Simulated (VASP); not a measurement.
VASP input:

### INCAR
```
SYSTEM=GaAs
PREC=Accurate; ENCUT=520; LREAL=.FALSE.
LASPH=.TRUE.
EDIFF=1E-7; NELM=100; ALGO=Normal
LMAXMIX=4; LMIXTAU=.TRUE.
ISMEAR=0; SIGMA=0.05
METAGGA=R2SCAN; LUSE_VDW=.TRUE.; BPARAM=11.95
CPARAM=0.0093
ISIF=2
LWAVE=.FALSE.; LCHARG=.FALSE.
```

### POSCAR
```
GaAs
1
    0.0000000000     2.7673307571     2.7673307571
    2.7673307571     0.0000000000     2.7673307571
    2.7673307571     2.7673307571     0.0000000000
Ga As
1 1
Direct
  0.0000000000   0.0000000000   0.0000000000
  0.2500000000   0.2500000000   0.2500000000
```

KPOINTS:
```
K-points
0
Gamma
  8 8 8
```

POTCAR, in this order: Ga_d As (PBE.64 set). Program: vasp_std.

**Question.** Translate this r2SCAN+rVV10 calculation to Ansatz.

**Answer.** One equivalent input (not run):
Ansatz 0.2 input:
```yaml
crystal:
  lattice:
    - [0.0000000, 2.7673308, 2.7673308]
    - [2.7673308, 0.0000000, 2.7673308]
    - [2.7673308, 2.7673308, 0.0000000]
  atoms:
    - { symbol: Ga, position: [0.0000000, 0.0000000, 0.0000000] }
    - { symbol: As, position: [0.2500000, 0.2500000, 0.2500000] }
kpoints:
  mp_grid: { grid: [8, 8, 8] }
hamiltonian:
  xc: r2scan
  dispersion: rvv10
  pseudopotentials: { kind: paw }
scf:
  occupations: { method: gaussian, width: 0.05 }
  max_iter: 100
output: { forces: true, stress: true, eigenvalues: true }
```
What does not carry over: each code has its own PAW files, so the cut-off isn't converted (ENCUT is set for VASP's; basis.ecutwfc is left out, and Ansatz then takes the one that its files recommend); Ansatz stops its SCF on the density residual and VASP on the energy change (EDIFF).

The compound is GaAs in the zinc blende structure. This cell is one point of a volume scan, at 0.94 of the reference volume.
